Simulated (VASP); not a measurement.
```
CsBr
1.0
    4.32562     0.00000     0.00000
    0.00000     4.32562     0.00000
    0.00000     0.00000     4.32562
Cs Br
1 1
Direct
  0.00000   0.00000   0.00000
  0.50000   0.50000   0.50000
```

The numbers are results of revPBE GGA, VASP's PBE PAW potentials (set 64) (plane waves; VASP 6.6.1), not measurements. Run with 300 eV cut-off, 6×6×6 Γ-centred mesh, Gaussian smearing of 0.010 eV, potentials Cs_sv Br.

At this cut-off the stress carries a Pulay error, which pulls relaxed volumes low.

Question: Give the stress tensor in GPa (positive for a compressed cell).

Answer: 
```
1.79  0.00  0.00
0.00  1.79  0.00
0.00  0.00  1.79
```
The pressure is its mean diagonal, 1.79 GPa.

The structure comes from a computed database's CsBr entry; how it stands against other phases isn't given here. The cell was not relaxed at this level.
